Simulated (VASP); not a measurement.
Data:

```yaml
crystal:
  lattice:
    - [1.91616, -3.31889, 0.00000]
    - [1.91616, 3.31889, 0.00000]
    - [0.00000, 0.00000, 6.00292]
  atoms:
    - { symbol: Sn, position: [0.00000, 0.00000, 0.00000] }
    - { symbol: S, position: [0.33333, 0.66667, 0.24992] }
    - { symbol: S, position: [0.66667, 0.33333, 0.75008] }
```

Level of theory: vdW-DF2, VASP's PBE PAW potentials (set 64) (plane waves; VASP 6.6.1). Settings: 520 eV cut-off, 8×8×4 Γ-centred mesh, tetrahedra with Blöchl corrections, potentials Sn_d S.

**Question.** Predict the energy per atom (σ→0).

**Answer.** 
- energy per atom (σ→0) = -2.019 eV/atom

Only differences to runs with the same potentials and settings are physical.

The compound is SnS2 in the 1T layered structure. It was relaxed first, which changed the volume by +12 %.
